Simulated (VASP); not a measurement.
Runs of VASP 6.6.1 on Zn3H. It takes space group Fm-3m (No. 225, cubic). Conventional cell: a = 5.993 Å, b = 5.993 Å, c = 5.993 Å, α = 90.00°, β = 90.00°, γ = 90.00°. Around Zn (site symmetry m-3m) lie 8 Zn at 2.60 Å. Around Zn (site symmetry -43m) lie 4 Zn at 2.60 Å and 4 H at 2.60 Å. H (site symmetry m-3m) has 8 Zn at 2.60 Å as nearest neighbours. The cell was built by a generator and needn't be a form met in nature.

```tsv
level	potentials or basis	pressure (GPa)
TPSS	VASP PAW PBE potentials, release 64 (Zn, H)	-3.6
PW91	VASP PAW PBE potentials, release 64 (Zn, H)	0.4
RPBE	VASP PAW PBE potentials, release 64 (Zn, H)	(a)
LDA	VASP PAW LDA potentials, release 64 (Zn, H)	-7.0
```

Alike in all rows: task band structure; no spin polarisation; cell as given; k mesh 6 × 6 × 6; cutoff (eV) 520; smearing fermi-dirac 0.05 eV.

Problem. Estimate the missing entries.

Solution. (a) 2.9.

Caveats: the PAW data sets were made with another functional, which shifts forces and pressure a little (some runs).

Runs at the PBE level aren't shown here.
